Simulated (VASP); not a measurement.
Data:

```yaml
crystal:
  lattice:
    - [-1.41353, 1.41353, 1.41353]
    - [1.41353, -1.41353, 1.41353]
    - [1.41353, 1.41353, -1.41353]
  atoms:
    - { symbol: Fe, position: [0.00000, 0.00000, 0.00000], spin: 2.3 }
```

These are revPBE GGA, VASP's PBE PAW potentials (set 64) (plane waves; VASP) values and carry that method's errors. Numerical set-up: 520 eV cut-off, 18×18×18 Γ-centred mesh, first-order Methfessel-Paxton smearing of 0.10 eV, potentials Fe.

Give the stress tensor in GPa (positive for a compressed cell).

```
4.66  0.00  0.00
0.00  4.66  0.00
0.00  0.00  4.66
```
The pressure is its mean diagonal, 4.66 GPa.

The compound is Fe in the bcc structure. This cell is one point of a volume scan, at 0.97 of the reference volume.
